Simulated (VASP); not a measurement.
OSZICAR of a VASP run on K (bcc):

OSZICAR:
```
       N       E                     dE             d eps       ncg     rms          rms(c)
DAV:   1     0.470040260110E+02    0.47004E+02   -0.36215E+03   752   0.852E+02
DAV:   2     0.262993400339E+01   -0.44374E+02   -0.44170E+02   752   0.211E+02
DAV:   3     0.124080338898E+01   -0.13891E+01   -0.13873E+01  1184   0.343E+01
DAV:   4     0.120630293412E+01   -0.34500E-01   -0.34494E-01  1192   0.420E+00
DAV:   5     0.120602770556E+01   -0.27523E-03   -0.27523E-03  1208   0.291E-01    0.204E+00
DAV:   6     0.120305406654E+01   -0.29736E-02   -0.29337E-03  1208   0.363E-01    0.125E+00
DAV:   7     0.119940150986E+01   -0.36526E-02   -0.79716E-03   960   0.605E-01    0.611E-02
DAV:   8     0.119903695530E+01   -0.36455E-03   -0.35151E-04  1120   0.197E-01    0.275E-02
DAV:   9     0.119891404776E+01   -0.12291E-03   -0.20889E-04   920   0.964E-02    0.119E-02
DAV:  10     0.119891300403E+01   -0.10437E-05   -0.12456E-05  1360   0.289E-02    0.226E-03
DAV:  11     0.119891288099E+01   -0.12304E-06   -0.22622E-07  1000   0.394E-03    0.120E-03
DAV:  12     0.119891299319E+01    0.11219E-06   -0.27838E-07  1072   0.319E-03    0.298E-04
DAV:  13     0.119891294411E+01   -0.49075E-07   -0.49698E-09   624   0.491E-04
   1 F= 0.11989129E+01 E0= 0.11992669E+01  d E =-.106180E-02
```

Q: Which electronic solver shows in the log?

A: It is blocked Davidson (ALGO = Normal, or the opening steps of other solvers). The INCAR had ALGO = Normal.

Q: Can the final energy be trusted as converged?

A: The calculation finished and met its thresholds. It stopped with EDIFF = 1E-7, NELM = 100 (vdW-DF-cx, plane waves, VASP's PBE PAW potentials (set 64)).

The compound is K in the bcc structure. This cell is one point of a volume scan, at 1.03 of the reference volume.
